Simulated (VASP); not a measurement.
Given:

```
SnTe
1.0
    0.00000     3.12411     3.12411
    3.12411     0.00000     3.12411
    3.12411     3.12411     0.00000
Sn Te
1 1
Cartesian
  0.00000   0.00000   0.00000
  3.12411   3.12411   3.12411
```

All values below come from vdW-DF-cx, VASP's PBE PAW potentials (set 64) (plane waves; VASP). Numerical set-up: 520 eV cut-off, 7×7×7 Γ-centred mesh, Gaussian smearing of 0.050 eV, potentials Sn_d Te.

Q: Give the stress tensor in GPa (positive for a compressed cell).

A: 
```
1.48  0.00  0.00
0.00  1.48  0.00
0.00  0.00  1.48
```
The pressure is its mean diagonal, 1.48 GPa.

The compound is SnTe in the rock salt structure, which distorts at low temperature. This cell is one point of a volume scan, at 0.97 of the reference volume.
